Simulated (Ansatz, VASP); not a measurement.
# Ga in two plane-wave programs, part 2 of 2

One calculation is typed for both programs; each brings its own data sets. How far apart do they land? The structure shown is frame 200 of Ansatz's trajectory.

VASP 6.6.1 and Ansatz 0.2.0.

So far: Starting point; Ansatz: dynamics, PBEsol.

### 3. VASP: single point, PBEsol

Level of this step: PBEsol; plane waves and PAW (Ga_d) (VASP).

The same cell, functional, mesh and smearing now go to VASP, with its own data sets.

Lines of VASP's logs that name or quote its potential files are left out, and so is its time.

INCAR

```
SYSTEM = Ga
PREC = Accurate
ENCUT = 400
EDIFF = 1E-06
NELM = 120
ISMEAR = -1
SIGMA = 0.05
LREAL = Auto
ALGO = Normal
GGA = PS
NBANDS = 368
LORBIT = 11
LWAVE = .FALSE.
LCHARG = .FALSE.
ISIF = 2
LASPH = .TRUE.
GGA_COMPAT = .FALSE.
EFERMI = MIDGAP
NCORE = 2
```

POSCAR

```
Ga
1.0
    9.7619000000      0.0000000000      0.0000000000
    0.0000000000      9.7619000000      0.0000000000
    0.0000000000      0.0000000000      9.7619000000
Ga
48
Direct
    0.6351939684      0.9818990156      0.0939673629
    0.9497433901      0.4952724367      0.4058738565
    0.7703828148      0.3447279730      0.7372540182
    0.2410288981      0.9275960622      0.4378655794
    0.4067855643      0.8519755375      0.2075313207
    0.3495221217      0.1396961657      0.2535776847
    0.4166606911      0.4154416661      0.9201692294
    0.1581147113      0.5187719604      0.0058390272
    0.9218389863      0.7583564675      0.3547874901
    0.2308566980      0.2460074371      0.0311517225
    0.6111207859      0.1150595683      0.6521373913
    0.7019330253      0.6708017906      0.9798912097
    0.1924522890      0.4889314580      0.5356027003
    0.0052243928      0.4733094992      0.7897642877
    0.5178807404      0.1716469130      0.9087472726
    0.4398324097      0.3693133509      0.5990637069
    0.0730185722      0.7939233141      0.7881252625
    0.7879101404      0.1235927432      0.8859340907
    0.3225601573      0.9968243887      0.9352380172
    0.8527233428      0.0108585419      0.2722113523
    0.2983435602      0.0816746740      0.6795910632
    0.6520964157      0.7699320829      0.2948503877
    0.2804576978      0.5782993065      0.7760169639
    0.9484321700      0.2483840236      0.2955981930
    0.2073366865      0.3112508835      0.7519130497
    0.9024575134      0.8539628556      0.9955131685
    0.6121451767      0.8559809054      0.5764246714
    0.1848513097      0.7890472142      0.0290926971
    0.6751349635      0.9030619039      0.8440877288
    0.2085761993      0.4046753194      0.2668333009
    0.7140310800      0.3110255176      0.4657290077
    0.1955459490      0.2115571764      0.4465319251
    0.1704995954      0.6789866727      0.3042338069
    0.7258525492      0.6019422448      0.5059158565
    0.6008973663      0.5272436718      0.7713764738
    0.4262387445      0.5604851515      0.1363259202
    0.9449185097      0.3273543060      0.0320224546
    0.0672410084      0.0598653951      0.8994867802
    0.5976398037      0.0569971010      0.3853348221
    0.3168747887      0.7918745326      0.6409305566
    0.4589168092      0.7622491523      0.9278009404
    0.4041119044      0.6505495856      0.4194880095
    0.1155103002      0.9951956074      0.2183693748
    0.5167948862      0.4445650949      0.3445128510
    0.8205574734      0.7033057089      0.7326852355
    0.6885544822      0.3920753132      0.9984634139
    0.7448037780      0.5244983046      0.2317171862
    0.6128007867      0.2378532868      0.1955049734
```

KPOINTS

```
Automatic mesh
0
Gamma
1 1 1
0 0 0
```

The projector-augmented-wave data sets are Ga_d (PBE family, release 64).

Run with:

```sh
$ mpirun -np 8 vasp_gam
```

Numbers of over 12 decimals in the logs are rounded to 6 here.

Output:

```text
[banner, memory and clock lines left out]
running    8 mpi-ranks, on    1 nodes
[...]
|                                                                             |
|               ----> ADVICE to this user running VASP <----                  |
|                                                                             |
|     You enforced a specific xc type in the INCAR file but a different       |
|     [... a line on the potential file left out ...]
|     I HOPE YOU KNOW WHAT YOU ARE DOING!                                     |
|                                                                             |

 LDA part: xc-table for (Slater+PW92), standard interpolation
 POSCAR, INCAR and KPOINTS ok, starting setup
[...]
entering main loop
       N       E                     dE             d eps       ncg     rms          rms(c)
DAV:   1     0.863481739102E+04    0.86348E+04   -0.23497E+05   736   0.323E+03
DAV:   2     0.178283642635E+04   -0.68520E+04   -0.66475E+04   736   0.818E+02
DAV:   3     0.730181833538E+02   -0.17098E+04   -0.16094E+04   808   0.250E+02
DAV:   4    -0.152141091333E+03   -0.22516E+03   -0.20506E+03   784   0.844E+01
[...]
DAV:  17    -0.168535186122E+03   -0.74021E-05   -0.55238E-05   840   0.358E-02    0.509E-03
DAV:  18    -0.168535185922E+03    0.20034E-06   -0.10778E-05   760   0.219E-02    0.280E-03
DAV:  19    -0.168535186122E+03   -0.20038E-06   -0.43922E-06   736   0.139E-02
   1 F= -.16853519E+03 E0= -.16852739E+03  d E =-.155951E-01
```

Parts of OUTCAR (step 3):

```text
  Total       -1.9074502     -1.1096244     -3.5198712     -1.9414338     -2.8112240     -1.3370682
  in kB       -3.2851918     -1.9111004     -6.0622562     -3.3437215     -4.8417567     -2.3028258
  external PRESSURE =      -3.7528495 kB  Pullay stress =       0.0000000 kB

 POSITION                                       TOTAL-FORCE (eV/Angst)
 -----------------------------------------------------------------------------------
      6.20070      9.58520      0.91730        -0.137341     -0.134600      0.436551
      9.27130      4.83480      3.96210         0.626704     -0.526997     -0.163768
      7.52040      3.36520      7.19700         0.708968     -0.069112     -0.296754
      2.35290      9.05510      4.27440         0.163065      0.085551     -0.230267
      3.97100      8.31690      2.02590        -0.565872      0.340693      0.367977
      3.41200      1.36370      2.47540         0.187541     -0.035417     -0.169870
      4.06740      4.05550      8.98260        -0.182803     -0.672773      0.230356
      1.54350      5.06420      0.05700        -0.078442      0.029229      0.690123
      8.99890      7.40300      3.46340         0.075917      0.477340     -0.119106
      2.25360      2.40150      0.30410        -0.178522     -0.267922     -0.236128
      5.96570      1.12320      6.36610        -0.299613      0.228881      0.096674
      6.85220      6.54830      9.56560         0.526694     -0.459307      0.916366
      1.87870      4.77290      5.22850        -0.155535     -0.126029     -0.142810
      0.05100      4.62040      7.70960        -0.561261      0.239280     -0.226236
[...]
-----------------------------------------------------------------------------------
    total drift:                                0.001959     -0.001440     -0.001667

  FREE ENERGIE OF THE ION-ELECTRON SYSTEM (eV)
  ---------------------------------------------------
  free  energy   TOTEN  =      -168.5351861223 eV

  energy  without entropy=     -168.5195910688  energy(sigma->0) =     -168.52738860

[... 3 further parts left out ...]
[key lines of the parts left out:]
E-fermi :   4.6316
```

The run ends at a pressure of -0.38 GPa, with forces up to 1.2 eV/Å.

### 4. Comparison

Known differences besides the potentials themselves: the cutoff is 420 eV in Ansatz and 400 eV in VASP (PREC = Accurate, projectors in real space); Ansatz makes its cores anew for this functional, VASP keeps those of its PBE data sets. Total energies have different zeros and are not compared.

Forces on 8 of the 48 atoms, those with the largest forces and the largest differences (eV/Å; atoms numbered as in POSCAR):

```tsv
atom	Ansatz x, y, z	VASP x, y, z
Ga12	0.523, -0.457, 0.911	0.527, -0.459, 0.916
Ga18	0.631, 0.621, 0.472	0.635, 0.623, 0.473
Ga25	-0.253, -0.444, 0.234	-0.257, -0.449, 0.233
Ga29	-0.706, -0.102, -0.708	-0.710, -0.100, -0.713
Ga34	-0.805, 0.081, 0.391	-0.806, 0.081, 0.396
Ga41	-0.616, 0.116, -0.657	-0.617, 0.115, -0.659
Ga42	-0.181, 0.956, 0.645	-0.182, 0.958, 0.648
Ga44	0.134, -1.149, 0.322	0.133, -1.152, 0.324
```

The forces differ by 2.1 meV/Å r.m.s., which is 0.6 % of the r.m.s. force of 0.373 eV/Å (both taken over all components).

### 5. Results

- r.m.s. force difference (single point, PBEsol): 0.58 % of the r.m.s. force

The r.m.s. force difference is 0.58 % of the r.m.s. force (single point, PBEsol), within the 3 % picked in this series as the mark of a large difference. 2 further runs of this series are not shown here. Such differences can come from data sets, numerical settings and the points named under the comparisons, not from the functional's error against experiment.

[Lines on the potential files, build, host, timing and source positions are cut from VASP's logs without a mark.]

[Logs are printed without paths, hosts, clocks, repeated set-up lines and the standing remarks that a program may print on its own settings, such as how far it seeks lower states.]

[Hosts, paths, dates, database ids (printed as entryN), source tags and the programs' standing remarks are cut or masked in the printed files.]
